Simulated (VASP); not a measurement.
# Na2Sb (P6/mmm) in VASP: relaxation of cell and atoms with PBE

Aim: the relaxation of cell and atoms of Na2Sb with PBE.

Program: VASP 6.6.1. These are calculated values, not measurements. Logs are shortened: lines on timing, memory, paths and dates and some standing lists are left out, and cuts for length are marked.

## 1. Starting point

Symmetry: P6/mmm, No. 191, hexagonal system. Conventional cell: a = 5.145 Å, b = 5.145 Å, c = 3.215 Å, α = 90.00°, β = 90.00°, γ = 120.00°. Around Na (site symmetry -6m2) lie 5 Na at 2.97 to 3.22 Å and 6 Sb at 3.38 Å. Around Sb (site symmetry 6/mmm) lie 2 Sb at 3.22 Å and 12 Na at 3.38 Å.

The cell was built by a generator and needn't be a form met in nature.

## 2. Relaxation of cell and atoms, PBE

The input, INCAR:

```
  PREC = Accurate
  ENCUT = 600
  EDIFF = 1E-6
  ISMEAR = 1
  SIGMA = 0.2
  LREAL = False
  LASPH = True
  NELM = 80
  ALGO = Normal
  ISIF = 3
  LWAVE = False
  LCHARG = False
  GGA = PE
  IBRION = 2
  NSW = 40
  EDIFFG = -0.005
```

The input, KPOINTS:

```
regular mesh
0
Gamma
  6 6 8
```

The input, POSCAR:

```
Na2Sb
1.0
    5.1453552400      0.0000000000      0.0000000000
   -2.5726776200      4.4560083500      0.0000000000
    0.0000000000      0.0000000000      3.2152087700
Na Sb
2 1
Direct
    0.3333333300      0.6666666700      0.0000000000
    0.6666666700      0.3333333300      0.0000000000
    0.0000000000      0.0000000000      0.5000000000
```

Potentials or basis: VASP PAW PBE potentials, release 64 (Na_pv, Sb).

Started as:

```bash
$ cat potpaw_PBE.64/Na_pv/POTCAR potpaw_PBE.64/Sb/POTCAR > POTCAR
$ mpirun -np 1 vasp_std > vasp.out
```

OUTCAR:

```text
PREC = Accurate
   ENCUT = 600
   EDIFF = 1E-6
   ISMEAR = 1
   LREAL = False
   LASPH = True
   NELM = 80
   ISIF = 3
   GGA = PE
   IBRION = 2
   NSW = 40
   EDIFFG = -0.005

 ion  position               nearest neighbor table
   1  0.333  0.667  0.000-
   2  0.667  0.333  0.000-
   3  0.000  0.000  0.500-

  LATTYP: Found a hexagonal cell.
 ALAT       =     5.1453552400
 C/A-ratio  =     0.6248759551

  Lattice vectors:

 A1 = (   5.1453552400,   0.0000000000,   0.0000000000)
 A2 = (  -2.5726776200,   4.4560083500,   0.0000000000)
 A3 = (   0.0000000000,   0.0000000000,   3.2152087700)

Analysis of symmetry for initial positions (statically):
=====================================================================
 Subroutine PRICEL returns:
 Original cell was already a primitive cell.

 Routine SETGRP: Setting up the symmetry group for a
 hexagonal supercell.

 Subroutine GETGRP returns: Found 24 space group operations
 (whereof 24 operations were pure point group operations)
 out of a pool of 24 trial point group operations.

The static configuration has the point symmetry D_6h.

Analysis of symmetry for dynamics (positions and initial velocities):
=====================================================================
 Subroutine PRICEL returns:
 Original cell was already a primitive cell.

 Routine SETGRP: Setting up the symmetry group for a
 hexagonal supercell.

 Subroutine GETGRP returns: Found 24 space group operations
 (whereof 24 operations were pure point group operations)
 out of a pool of 24 trial point group operations.

The dynamic configuration has the point symmetry D_6h.

 Subroutine INISYM returns: Found 24 space group operations
 (whereof 24 operations are pure point group operations),
 and found     1 'primitive' translations

----------------------------------------------------------------------------------------

                                     Primitive cell

  volume of cell :      73.7175

  direct lattice vectors                    reciprocal lattice vectors
     5.145355240  0.000000000  0.000000000     0.194350041  0.112208048  0.000000000
    -2.572677620  4.456008350  0.000000000     0.000000000  0.224416097  0.000000000
     0.000000000  0.000000000  3.215208770     0.000000000  0.000000000  0.311021794

  length of vectors
     5.145355240  5.145355241  3.215208770     0.224416097  0.224416097  0.311021794

  position of ions in fractional coordinates (direct lattice)
     0.333333330  0.666666670  0.000000000
     0.666666670  0.333333330  0.000000000
     0.000000000  0.000000000  0.500000000

[... 102 lines left out ...]
   GGA     = PE    functional components
   LHFCALC =     F    Hartree Fock is set to
   AEXX    =    0.0000 exact exchange contribution
   IVDW    =     0    specifies the selected vdW correction
   LEPSILON=     F    determine dielectric tensor
   LRPA    =     F    only Hartree local field effects (RPA)
 conjugate gradient relaxation of ions
 non-spin polarized calculation
 Methfessel and Paxton  Order N= 1 SIGMA  =   0.20
  energy-cutoff  :      600.00
  volume of cell :       73.72
 maximum number of plane-waves:      2492
 NGX is ok and might be reduce to    42
   NGX = 21   NGY = 21   NGZ = 13

--------------------------------------- Ionic step        1  -------------------------------------------

 number of electron      19.0000005 magnetization

 Free energy of the ion-electron system (eV)
  ---------------------------------------------------
  ext. energy  EPLUGINS =         0.00000000
  ---------------------------------------------------
  free energy    TOTEN  =        -7.67852354 eV

  energy without entropy =       -7.67304437  energy(sigma->0) =       -7.67669715

------------------------ aborting loop because EDIFF is reached ----------------------------------------

  FORCE on cell =-STRESS in cart. coord.  units (eV):
  Direction    XX          YY          ZZ          XY          YZ          ZX
  --------------------------------------------------------------------------------------
  -------------------------------------------------------------------------------------
  Total        0.1472052      0.1472052      2.9053949      0.0000000      0.0000000      0.0000000
  in kB        3.1993617      3.1993617     63.1459087      0.0000000      0.0000000      0.0000000
  external PRESSURE =      23.1815440 kB  Pullay stress =       0.0000000 kB
[... 283 lines left out ...]
--------------------------------------- Ionic step        9  -------------------------------------------

 number of electron      19.0000010 magnetization

 Free energy of the ion-electron system (eV)
  ---------------------------------------------------
  ext. energy  EPLUGINS =         0.00000000
  ---------------------------------------------------
  free energy    TOTEN  =        -7.77565097 eV

  energy without entropy =       -7.78073639  energy(sigma->0) =       -7.77734611

 E-fermi :   3.1820     XC(G=0):  -8.3898

 val. band max:        3.1153177921   @ k =   0.1667   0.0000   0.5000
 cond. band min:       3.2804233143   @ k =   0.5000   0.0000   0.5000
 fundamental gap:      0.1651055222
 Fermi energy:         3.1820005408

 k-point     1 :       0.0000    0.0000    0.0000
  band No.  band energies     occupation
      1     -21.3905      2.00000
      2     -21.3905      2.00000
      3     -21.2998      2.00000
      4     -21.2860      2.00000
      5     -21.2860      2.00000
      6     -21.2743      2.00000
      7      -6.0326      2.00000
      8       2.1523      2.00000
      9       2.1523      2.00000
     10       3.6915     -0.00187
     11       6.3687     -0.00000
     12       6.3687     -0.00000
     13       6.5654     -0.00000
[... 354 lines left out ...]
  band No.  band energies     occupation
      1     -21.3933      2.00000
      2     -21.3697      2.00000
      3     -21.3329      2.00000
      4     -21.3142      2.00000
      5     -21.3001      2.00000
      6     -21.2752      2.00000
      7      -4.4858      2.00000
      8       0.9396      2.00000
      9       1.7445      2.00000
     10       3.0249      1.97244
     11       6.0629     -0.00000
     12       6.2440     -0.00000
     13       8.0593      0.00000

 [... further k-points ...]

------------------------ aborting loop because EDIFF is reached ----------------------------------------

  FORCE on cell =-STRESS in cart. coord.  units (eV):
  Direction    XX          YY          ZZ          XY          YZ          ZX
  --------------------------------------------------------------------------------------
  -------------------------------------------------------------------------------------
  Total        0.0085189      0.0085189     -0.0148722      0.0000000     -0.0000000     -0.0000000
  in kB        0.1730788      0.1730788     -0.3021594      0.0000000     -0.0000000     -0.0000000
  external PRESSURE =       0.0146661 kB  Pullay stress =       0.0000000 kB
[... 18 lines left out ...]
  FREE ENERGIE OF THE ION-ELECTRON SYSTEM (eV)
  ---------------------------------------------------
  free  energy   TOTEN  =        -7.7756509709 eV

  energy  without entropy=       -7.7807363853  energy(sigma->0) =       -7.77734611

 reached required accuracy - stopping structural energy minimisation
```

OSZICAR:

```text
N       E                     dE             d eps       ncg     rms          rms(c)
DAV:   1     0.131192104269E+03    0.13119E+03   -0.10323E+04   910   0.157E+03
DAV:   2    -0.337126018476E+00   -0.13153E+03   -0.13000E+03   960   0.368E+02
DAV:   3    -0.775682882238E+01   -0.74197E+01   -0.70515E+01  1115   0.936E+01
[... 63 lines left out ...]
DAV:   6    -0.777565132105E+01   -0.13647E-06   -0.53790E-08   455   0.319E-03
   8 F= -.77756513E+01 E0= -.77773477E+01  d E =-.380693E-03
       N       E                     dE             d eps       ncg     rms          rms(c)
DAV:   1    -0.777565247654E+01   -0.12920E-05   -0.49999E-05  1085   0.121E-01    0.829E-03
DAV:   2    -0.777565117327E+01    0.13033E-05   -0.15713E-06   455   0.229E-02    0.433E-03
DAV:   3    -0.777565097088E+01    0.20239E-06   -0.76013E-07   455   0.113E-02
   9 F= -.77756510E+01 E0= -.77773461E+01  d E =-.380343E-03
```

CONTCAR:

```text
Na2Sb
   1.00000000000000
     5.1458128527612512   -0.0000000000000000    0.0000000000000000
    -2.5729064263806256    4.4564046542764704   -0.0000000000000000
     0.0000000000000000    0.0000000000000000    3.4388319795221216
  Na              Sb
     2     1
Direct
     0.3333333300000021    0.6666666699999979    1.0000000000000000
     0.6666666699999979    0.3333333300000021    0.0000000000000000
     0.0000000000000000    0.0000000000000000    0.5000000000000000

  0.00000000E+00  0.00000000E+00  0.00000000E+00
  0.00000000E+00  0.00000000E+00  0.00000000E+00
  0.00000000E+00  0.00000000E+00  0.00000000E+00
```

Run time: 3 min. Hardware: 1 thread of Intel Xeon Platinum 8488C (Sapphire Rapids), shared host; peak memory 0.24 GiB.

What came out:

```
Free energy                            : -7.7757 eV
Relaxed volume                         : 26.29 Å³/atom
Relaxed cell                           : a = 5.146 Å, b = 5.146 Å, c = 3.439 Å, α = 90.00°, β = 90.00°, γ = 120.00°
Space group after relaxing (to 0.05 Å) : P6/mmm (No. 191)
Energy gained by relaxing              : 32.4 meV/atom
Ionic steps                            : 9
Pressure after relaxing                : 0.0 GPa
Band gap on the k mesh                 : none (metal or under the smearing width)
```

Step by step:
```
step  energy change (eV)  largest force (eV/Å)  pressure (GPa)  volume (Å³)
   1              0.0000                0.0000            2.32        73.72
   2             -0.0873                0.0000            0.55        77.53
   3             -0.0963                0.0000           -0.28        79.74
   4             -0.0967                0.0000           -0.14        79.35
   5             -0.0971                0.0000           -0.06        79.07
   6             -0.0971                0.0000           -0.04        78.96
   7             -0.0971                0.0000            0.02        78.73
   8             -0.0971                0.0000           -0.02        78.87
   9             -0.0971                0.0000            0.00        78.86
```

Final structure:
```
Na Sb
1.0
     5.14581    0.00000    0.00000
    -2.57291    4.45640    0.00000
     0.00000    0.00000    3.43883
Na Sb
2 1
Direct
  0.33333 0.66667 0.00000
  0.66667 0.33333 0.00000
  0.00000 0.00000 0.50000
```

Spin-orbit coupling is left out, which matters for the levels of Sb.

## 3. The reference run

An earlier run on the cell as given: functional PBE; potentials or basis VASP PAW PBE potentials, release 64 (Na_pv, Sb); cutoff 520 eV; k mesh 6 × 6 × 8; occupations fermi-dirac, width 0.05 eV; no spin polarisation.

- Pressure: 2.3 GPa
- Band gap on the k mesh: none (metal or under the smearing width)
